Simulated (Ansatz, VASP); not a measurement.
# AlN: VASP beside Ansatz, part 3 of 3

Aim: how closely do two programs agree when they are given the same cell, functional and k mesh? The cell is taken from a series of runs on this material, whose earlier steps may have relaxed, scaled, displaced or heated it; both programs get it as it stands.

VASP 6.6.1 and Ansatz 0.2.0.

So far: Ansatz: zone-centre phonons, LDA, pair 1; Comparison; Ansatz: zone-centre phonons, LDA, pair 2; VASP: zone-centre phonons, LDA, pair 2; Differences; Ansatz: zone-centre phonons, LDA, pair 3.

## (9) VASP: zone-centre phonons, LDA, pair 3

Level of this step: LDA; plane waves and PAW (N, Al) (VASP).

The same cell, functional (in two slightly different forms) and mesh now go to VASP, with its own data sets.

INCAR reads:

```
SYSTEM = AlN
PREC = Accurate
ENCUT = 600
EDIFF = 1E-08
NELM = 120
ISMEAR = 0
SIGMA = 0.01
LREAL = .FALSE.
ALGO = Normal
GGA = CA
NBANDS = 10
LORBIT = 11
LWAVE = .FALSE.
LCHARG = .FALSE.
ISIF = 2
IBRION = 8
LEPSILON = .TRUE.
LASPH = .TRUE.
GGA_COMPAT = .FALSE.
EFERMI = MIDGAP
KPAR = 2
```

POSCAR reads:

```
AlN
1.0
    0.0000000000      2.2136249210      2.2136249210
    2.2136249210      0.0000000000      2.2136249210
    2.2136249210      2.2136249210      0.0000000000
N Al
1 1
Direct
    0.2500000000      0.2500000000      0.2500000000
    0.0000000000      0.0000000000      0.0000000000
```

KPOINTS reads:

```
Automatic mesh
0
Gamma
12 12 12
0 0 0
```

The projector-augmented-wave data sets are N and Al (LDA family, release 64).

Run with:

```bash
mpirun -np 2 vasp_std
```

Numbers of over 12 decimals in the logs are rounded to 6 here.

Output:

```text
[... set-up lines as in an earlier step ...]
 entering main loop
       N       E                     dE             d eps       ncg     rms          rms(c)
DAV:   1     0.111186643770E+02    0.11119E+02   -0.42546E+03  1464   0.759E+02
DAV:   2    -0.178723779380E+02   -0.28991E+02   -0.27438E+02  1704   0.133E+02
DAV:   3    -0.187776903366E+02   -0.90531E+00   -0.90418E+00  1714   0.237E+01
DAV:   4    -0.187815414637E+02   -0.38511E-02   -0.38510E-02  1632   0.185E+00
[...]
DAV:  11    -0.163370808064E+02    0.20497E-05   -0.16981E-06  1614   0.114E-02    0.975E-03
DAV:  12    -0.163370807776E+02    0.28827E-07   -0.60250E-08  1664   0.209E-03    0.137E-03
DAV:  13    -0.163370807718E+02    0.58196E-08   -0.24171E-08  1206   0.103E-03
   1 F= -.16337081E+02 E0= -.16337081E+02  d E =0.000000E+00
 Linear response reoptimize wavefunctions to high precision
DAV:   1    -0.163370807718E+02   -0.45702E-10   -0.33733E-10  1020   0.173E-04
 Linear response G [H, r] |phi>, progress :
  Direction:   1
       N       E                     dE             d eps       ncg     rms
[...]
force on displaced ion       1 direction 1 : -12.851   0.000   0.000
 Born effective charge ion    1 direction 1 :  -2.538   0.000   0.000
 Linear response progress:
  Degree of freedom:   2/  2
       N       E                     dE             d eps       ncg     rms          rms(c)
RMM:   1    -0.578696846600E-02   -0.57870E-02   -0.34060E-03 13215   0.675E-01
RMM:   2    -0.522237204012E-02    0.56460E-03   -0.21232E-04  8638   0.117E-01    0.832E-02
RMM:   3    -0.512659471625E-02    0.95777E-04   -0.37739E-05  9022   0.462E-02    0.453E-02
RMM:   4    -0.512719071211E-02   -0.59600E-06   -0.28926E-05  8945   0.436E-02    0.747E-03
RMM:   5    -0.512502188750E-02    0.21688E-05   -0.13238E-06  9120   0.686E-03    0.711E-04
RMM:   6    -0.512380199668E-02    0.12199E-05    0.10137E-07  9214   0.620E-04    0.321E-04
RMM:   7    -0.512282133703E-02    0.98066E-06    0.11359E-07  9251   0.372E-04    0.272E-05
RMM:   8    -0.512284662995E-02   -0.25293E-07   -0.67102E-09  9444   0.403E-05    0.989E-06
RMM:   9    -0.512284241721E-02    0.42127E-08   -0.45044E-09  9792   0.143E-05    0.776E-07
 first order change of Fermi-energy   0.17517E+00
 force on displaced ion       2 direction 1 : -12.849  -0.000  -0.000
 Born effective charge ion    2 direction 1 :   2.538   0.000   0.000
 Born effective charges drift removed
 Linear response finished
```

Parts of OUTCAR (step 9):

```text
  Total       -1.4267592     -1.4267592     -1.4267592      0.0000000     -0.0000000      0.0000000
  in kB     -105.3705318   -105.3705318   -105.3705318      0.0000000     -0.0000000      0.0000000
  external PRESSURE =    -105.3705318 kB  Pullay stress =       0.0000000 kB

 POSITION                                       TOTAL-FORCE (eV/Angst)
 -----------------------------------------------------------------------------------
      1.10681      1.10681      1.10681        -0.000000     -0.000000     -0.000000
      0.00000      0.00000      0.00000         0.000000      0.000000      0.000000
 -----------------------------------------------------------------------------------
    total drift:                               -0.000000     -0.000000     -0.000000

 MACROSCOPIC STATIC DIELECTRIC TENSOR (including local field effects in DFT)
 ------------------------------------------------------
           4.646451     0.000000    -0.000000
           0.000000     4.646451     0.000000
           0.000000    -0.000000     4.646451
 ------------------------------------------------------

 MACROSCOPIC STATIC DIELECTRIC TENSOR IONIC CONTRIBUTION
 ------------------------------------------------------
           4.181234     0.000000    -0.000000
           0.000000     4.181234    -0.000000
          -0.000000    -0.000000     4.181234
 ------------------------------------------------------

[... 1 part as in an earlier step ...]

[... 1 further part left out ...]
```

## (10) Side by side

Compared:

```tsv
quantity	Ansatz	VASP	difference
ε∞ xx	4.65	4.65	+0.02 %
ε∞ yy	4.65	4.65	+0.02 %
ε∞ zz	4.65	4.65	+0.02 %
Born charge of N1 (mean of the diagonal) (e)	-2.55	-2.54	-0.01
Born charge of Al2 (mean of the diagonal) (e)	2.55	2.54	+0.01
optical mode 1 to 3 (cm⁻¹)	610.6	615.7	-0.83 %
```

Modes are paired by rising frequency, not by their patterns, so a pair may set unlike modes beside each other; they are those without the splitting of longitudinal modes.

## (11) Outcome

```
r.m.s. difference of the optical zone-centre modes, each program's sorted by frequency (zone-centre phonons, LDA, pair 1) : 5.5 cm⁻¹
difference in optical mode 1 to 3 (zone-centre phonons, LDA, pair 1)                                                      : -0.8 %
r.m.s. difference of the optical zone-centre modes, each program's sorted by frequency (zone-centre phonons, LDA, pair 2) : 5.2 cm⁻¹
difference in optical mode 1 to 3 (zone-centre phonons, LDA, pair 2)                                                      : -0.8 %
r.m.s. difference of the optical zone-centre modes, each program's sorted by frequency (zone-centre phonons, LDA, pair 3) : 5.1 cm⁻¹
difference in optical mode 1 to 3 (zone-centre phonons, LDA, pair 3)                                                      : -0.8 %
```

In words: The r.m.s. difference of the optical zone-centre modes, each program's sorted by frequency is 5.5 cm⁻¹ (zone-centre phonons, LDA, pair 1). Among the rows given in per cent, the largest difference of the zone-centre phonons, LDA, pair 1 pair is in optical mode 1 to 3, -0.8 %. Among the rows given in per cent, the largest difference of the zone-centre phonons, LDA, pair 2 pair is in optical mode 1 to 3, -0.8 %. Among the rows given in per cent, the largest difference of the zone-centre phonons, LDA, pair 3 pair is in optical mode 1 to 3, -0.8 %. How closely two codes agree says nothing of how well the functional describes the real material.

[Lines on the potential files, build, host, timing and source positions are cut from VASP's logs without a mark.]

[Logs are printed without paths, hosts, clocks, repeated set-up lines and the standing remarks that a program may print on its own settings, such as how far it seeks lower states.]

[Hosts, paths, dates, database ids (printed as entryN), source tags and the programs' standing remarks are cut or masked in the printed files.]
